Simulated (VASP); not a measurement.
Write the native input for VASP 6.6.1 that does the following.

* Task: band structure
* Functional: LDA
* Potentials or basis: VASP PAW LDA potentials, release 64 (Ni, Mo_sv, Pd, Ir, W_sv)
* Cutoff: 520 eV
* k mesh: 7 × 7 × 5
* Occupations: fermi-dirac, width 0.05 eV
* Spin: collinear spin, ferromagnetic start
* Starting moments: [1.0, 1.0, 0.0, 0.6, 0.0] μB
* Further INCAR settings: ALGO = Normal; EDIFF = 1e-07

The structure of NiMoIrPdW lies in POSCAR:

```
NiMoIrPdW                               
1.0
    4.0750367060     -0.0000041531      0.0000011555
   -2.0375219497      3.5290855621     -0.0000011555
    0.0000014008     -0.0000008088      5.2903600121
  Ni              Mo              Pd              Ir              W             
     1     1     1     1     1
Direct
     0.0000002154298052    0.9999997845702601    0.0031007129603603
     0.6666658168571556    0.3333341831426145    0.4778929025346346
     0.3333340311710475    0.6666659688291434    0.7474672391919392
     0.3333328852572071    0.6666671147430856    0.2532847627177634
     0.6666670512847844    0.3333329487148963    0.0026943825953090
```

The cell was built by a generator and needn't be a form met in nature.

One way to write it, as run:

INCAR

```
PREC     = Accurate       # precision mode
ENCUT    = 520            # plane-wave cutoff, eV
EDIFF    = 1E-7           # SCF threshold, eV
ISMEAR   = -1             # smearing method
SIGMA    = 0.05           # smearing width, eV
LREAL    = F              # projectors in reciprocal space
LASPH    = T              # aspherical terms in the spheres
NELM     = 150            # most SCF steps
ALGO     = Normal         # electronic algorithm
ISIF     = 2              # what is computed and relaxed
LWAVE    = F              # write WAVECAR
LCHARG   = F              # write CHGCAR
ISPIN    = 2              # spin polarisation
MAGMOM   = 1 1 0 0.6 0    # initial moments
LORBIT   = 11             # projections on sites
LMAXMIX  = 4              # l up to which the mixer works
KPAR     = 4
```

KPOINTS

```
Automatic mesh
0
Gamma
  7 7 5
```

KPOINTS_OPT

```
path GMKGALHA,LM,KH
15
line-mode
reciprocal
 0.0000000000  0.0000000000  0.0000000000  G
 0.5000000000  0.0000000000  0.0000000000  M

 0.5000000000  0.0000000000  0.0000000000  M
 0.3333333333  0.3333333333  0.0000000000  K

 0.3333333333  0.3333333333  0.0000000000  K
 0.0000000000  0.0000000000  0.0000000000  G

 0.0000000000  0.0000000000  0.0000000000  G
 0.0000000000  0.0000000000  0.5000000000  A

 0.0000000000  0.0000000000  0.5000000000  A
 0.5000000000  0.0000000000  0.5000000000  L

 0.5000000000  0.0000000000  0.5000000000  L
 0.3333333333  0.3333333333  0.5000000000  H

 0.3333333333  0.3333333333  0.5000000000  H
 0.0000000000  0.0000000000  0.5000000000  A

 0.5000000000  0.0000000000  0.5000000000  L
 0.5000000000  0.0000000000  0.0000000000  M

 0.3333333333  0.3333333333  0.0000000000  K
 0.3333333333  0.3333333333  0.5000000000  H
```

Potentials or basis: VASP PAW LDA potentials, release 64 (Ni, Mo_sv, Pd, Ir, W_sv).

Launch:

```sh
$ cat potpaw_LDA.64/Ni/POTCAR potpaw_LDA.64/Mo_sv/POTCAR potpaw_LDA.64/Pd/POTCAR potpaw_LDA.64/Ir/POTCAR potpaw_LDA.64/W_sv/POTCAR > POTCAR
$ mpirun -np 4 vasp_std > vasp.out
```

Results of the run:

```yaml
Pressure: 0.0 GPa
Largest_force: 0.003 eV/Å
Band_gap_along_the_path: none (metal or under the smearing width)
Net_moment: 0.00 μB per cell
Valence_electrons_inside_the_program's_atomic_spheres: Ni 9.57; Mo 12.44; Pd 9.76; Ir 8.54; W 12.22
```

Caveat: spin-orbit coupling is left out, which moves the levels of the heavy elements.

Run time: 100 s on 4 MPI ranks on Intel(R) Xeon(R) Platinum 8559C (Emerald Rapids), with other jobs on the host, peak memory 0.38 GiB a rank.
